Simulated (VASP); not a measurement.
Here is a VASP 6.6.1 calculation.

Contents of INCAR:

```
ALGO = Normal ; EDIFF = 1E-7
ENCUT = 520 ; GGA = PE
ISIF = 2 ; ISMEAR = -1
LASPH = T ; LCHARG = F
LREAL = F ; LWAVE = F
NBANDS = 22 ; NELM = 80
PREC = Accurate ; SIGMA = 0.05
```

The input KPOINTS:

```
k-points
0
Gamma
  7 7 6
```

File POSCAR:

```
Ti2Br
1.0
    4.1325754900      0.0000000000      0.0000000000
    0.0000000000      4.1325754900      0.0000000000
    0.0000000000      0.0000000000      4.4638796600
Ti Br
2 1
Direct
    0.0000000000      0.5000000000      0.5000000000
    0.5000000000      0.0000000000      0.5000000000
    0.5000000000      0.5000000000      0.5000000000
```

Potentials or basis: VASP PAW PBE potentials, release 64 (Ti_sv, Br).

Launch:

```bash
$ cat potpaw_PBE.64/Ti_sv/POTCAR potpaw_PBE.64/Br/POTCAR > POTCAR
$ mpirun -np 1 vasp_std > vasp.out
```

What does it give for the pressure?

37.9 GPa.

Predict the band gap on the k mesh.

none (metal or under the smearing width).

Stress tensor (GPa, compression positive):
```
59.79  0.00  0.00
 0.00 59.79  0.00
 0.00  0.00 -5.79
```

Caveat: a pressure of tens of GPa on the cell as given is suspect, and the run, the potentials or the cell itself is likely at fault; this functional lacks dispersion, which binds the layers, so the pressure and a relaxed spacing across them are unreliable; an odd number of electrons without spin polarisation forces a metal; a magnetic or distorted state may lie lower; semilocal functionals often make such compounds metallic where correlation or magnetic order opens a gap, which also shifts bond lengths.
